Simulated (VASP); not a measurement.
CdSe (wurtzite), at 1.04 of the tabulated volume:

```yaml
crystal:
  lattice:
    - [2.17829, -3.77291, 0.00000]
    - [2.17829, 3.77291, 0.00000]
    - [0.00000, 0.00000, 7.10225]
  atoms:
    - { symbol: Cd, position: [0.66667, 0.33333, 0.50000] }
    - { symbol: Cd, position: [0.33333, 0.66667, 0.00000] }
    - { symbol: Se, position: [0.66667, 0.33333, 0.87600] }
    - { symbol: Se, position: [0.33333, 0.66667, 0.37600] }
```

The lowest empty band near Γ, direction in plane, from mBJ (TB09) with spin-orbit coupling in VASP (PAW); its two spin partners are averaged. The gap over the points computed is 1.83 eV, and the next band on that side lies 1.34 eV away at the edge.

Numerical set-up: 400 eV cut-off, 7×7×4 Γ-centred mesh, Gaussian smearing of 0.050 eV, potentials Cd Se.

```csv
distance from the edge in k (1/Å),distance in energy (meV)
0.012,3.1
0.018,7.0
0.025,13.4
0.035,26.2
0.050,52.7
0.070,100.5
```

**Question.** Fit E(1 + αE) = ħ²k²/2m* (ħ²/2m0 = 3.810 eV Å²) and predict the row at 0.095 1/Å.

**Answer.** Least squares on the energies gives the electron mass m* = 0.175 m0 and α = 0.58 per eV, and so 177.6 meV. The run gave 177.4 meV, -0.2 meV from the fit.

Left out are points under 3 meV from the edge, since the levels carry 0.1 meV, and points farther than half the way to the next band.

The compound is CdSe in the wurtzite structure. The cell was not relaxed at this level.
